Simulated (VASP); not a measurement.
A run of VASP 6.6.1 is set up as follows.

INCAR

```
ALGO     = Normal         # electronic algorithm
EDIFF    = 1E-6           # SCF threshold, eV
ENCUT    = 520            # plane-wave cutoff, eV
GGA      = CA             # functional
ISIF     = 2              # what is computed and relaxed
ISMEAR   = 1              # smearing method
LASPH    = True           # aspherical terms in the spheres
LCHARG   = False          # write CHGCAR
LREAL    = False          # projectors in reciprocal space
LWAVE    = False          # write WAVECAR
NBANDS   = 28             # bands
NELM     = 100            # most SCF steps
PREC     = Accurate       # precision mode
SIGMA    = 0.1            # smearing width, eV
```

Contents of KPOINTS:

```
k-points
0
Gamma
  3 3 3
```

Contents of POSCAR:

```
BaSr3
1.0
    7.2908011727      0.0000000000      0.0000000000
    0.0000000000      7.2908011727      0.0000000000
    0.0000000000      0.0000000000      7.2908011727
Ba Sr
1 3
Direct
    0.0000000000      0.0000000000      0.0000000000
    0.5000000000      0.0000000000      0.0000000000
    0.0000000000      0.0000000000      0.5000000000
    0.0000000000      0.5000000000      0.0000000000
```

Potentials or basis: VASP PAW LDA potentials, release 64 (Ba_sv, Sr_sv).

Run with:

```console
$ cat potpaw_LDA.64/Ba_sv/POTCAR potpaw_LDA.64/Sr_sv/POTCAR > POTCAR
$ mpirun -np 1 vasp_std > vasp.out
```

Problem. Estimate the pressure.

Solution. 0.0 GPa.

Problem. Estimate the band gap on the k mesh.

Solution. None (metal or under the smearing width).

The run has no spin-orbit coupling, so splittings on Ba are missing.
